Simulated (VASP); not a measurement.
The system is TiN.

```
Ti N
1.0
     0.00000    2.11900    2.11900
     2.11900    0.00000    2.11900
     2.11900    2.11900    0.00000
Ti N
1 1
Direct
  0.00000 0.00000 0.00000
  0.50000 0.50000 0.50000
```

```yaml
Program: VASP 6.6.1
Task: relaxation of cell and atoms
Functional: PBEsol
Potentials_or_basis: VASP PAW PBE potentials, release 64 (Ti_sv, N)
Cutoff: 520 eV
k_mesh: 12 × 12 × 12
Occupations: gaussian, width 0.02 eV
Spin: no spin polarisation
```

At the start: pressure -6.4 GPa; volume 9.51 Å³/atom.

Problem. How do energy, volume and symmetry change on relaxing?

Solution. Over 6 steps the energy falls by 5.0 meV/atom and the volume is 9.30 Å³/atom (-2.2 %); space group Fm-3m (No. 225, to 0.05 Å).

Step by step:
```
step  energy change (eV)  largest force (eV/Å)  pressure (GPa)  volume (Å³)
   1              0.0000                0.0000           -6.44        19.03
   2              0.0111                0.0000           10.68        17.99
   3             -0.0100                0.0000           -0.08        18.61
   4             -0.0100                0.0000            0.04        18.60
   5             -0.0100                0.0000           -0.05        18.61
   6             -0.0100                0.0000           -0.01        18.60
```

Final structure:
```
Ti N
1.0
     0.00000    2.10309    2.10309
     2.10309    0.00000    2.10309
     2.10309    2.10309    0.00000
Ti N
1 1
Direct
  0.00000 0.00000 0.00000
  0.50000 0.50000 0.50000
```

Caveat: the PAW data sets were made with another functional, which shifts forces and pressure a little.
